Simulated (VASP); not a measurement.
Given:

```
CdHgS2
1.0
    0.00000     2.92914     2.92914
    2.92914     0.00000     2.92914
   11.70631    11.70631     0.01027
Hg S Cd
2 4 2
Direct
  0.00128   0.00128   0.99904
  0.99916   0.99916   0.25063
  0.24974   0.24974   0.06270
  0.24783   0.24783   0.31413
  0.25030   0.25030   0.56228
  0.25283   0.25283   0.81038
  0.99849   0.99849   0.50113
  0.00038   0.00038   0.74972
```

These are PBEsol GGA, VASP's PBE PAW potentials (set 64) (plane waves; VASP) values and carry that method's errors. Numerical set-up: 400 eV cut-off, Gaussian smearing of 0.050 eV, potentials Hg S Cd.

Unless said otherwise, spin-orbit coupling is left out, though it shifts the bands of the heavy elements here.

**Question.** Estimate the band gap (along the path) with the smallest direct gap where there is one.

**Answer.** 
| Item | Result |
|---|---|
| band gap (along the path) | 0.05 eV |
| smallest direct gap (along the path) | 0.05 eV |

Total energies compare only between runs with the same potentials, cut-off and functional.

The structure was generated: Cd2Hg2S4 was put into an ordered model structure (R3m), which need not be its known phase. It was relaxed first.
